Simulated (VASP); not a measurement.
Input of a VASP 6.6.1 run:

INCAR

```
SYSTEM = BeRu
PREC = Accurate
ENCUT = 600
EDIFF = 1E-6
ISMEAR = 1
SIGMA = 0.1
LREAL = .False.
LASPH = .True.
NELM = 60
ALGO = Normal
ISIF = 3
LWAVE = .False.
LCHARG = .False.
METAGGA = R2SCAN
LMIXTAU = .True.
IBRION = 2
NSW = 40
EDIFFG = -0.01
```

Contents of KPOINTS:

```
Automatic mesh
0
Gamma
  12 12 7
  0 0 0
```

POSCAR

```
BeRu
1.0
    2.4993717800      0.0000000000      0.0000000000
   -1.2496858900      2.1645194500      0.0000000000
    0.0000000000      0.0000000000      3.7955181000
Be Ru
1 1
Direct
    0.0000000000      0.0000000000      0.5000000000
    0.6666666700      0.3333333300      0.0000000000
```

Potentials or basis: VASP PAW PBE potentials, release 64 (Be, Ru_pv).

Launch:

```sh
$ cat potpaw_PBE.64/Be/POTCAR potpaw_PBE.64/Ru_pv/POTCAR > POTCAR
$ mpirun -np 1 vasp_std > vasp.out
```

Question: Estimate the band gap on the k mesh.

Answer: None (metal or under the smearing width).

Question: Predict the relaxed volume.

Answer: 11.24 Å³/atom.

Step by step:
| step | energy change (eV) | largest force (eV/Å) | pressure (GPa) | volume (Å³) |
| --- | --- | --- | --- | --- |
| 1 | 0.0000 | 0.0000 | 34.71 | 20.53 |
| 2 | 0.1860 | 0.0000 | -29.94 | 27.76 |
| 3 | -0.3286 | 0.0000 | -5.06 | 23.38 |
| 4 | -0.3293 | 0.0000 | -3.89 | 23.26 |
| 5 | -0.3907 | 0.0000 | -1.66 | 22.79 |
| 6 | -0.4036 | 0.0000 | 0.10 | 22.50 |
| 7 | -0.4039 | 0.0000 | 0.43 | 22.45 |
| 8 | -0.4039 | 0.0000 | 0.55 | 22.44 |
| 9 | -0.4038 | 0.0000 | -0.60 | 22.54 |
| 10 | -0.4039 | 0.0000 | 0.08 | 22.48 |
| 11 | -0.4039 | 0.0000 | 0.07 | 22.48 |
| 12 | -0.4039 | 0.0000 | 0.02 | 22.49 |

Caveat: the PAW data sets were made with another functional, which shifts forces and pressure a little.
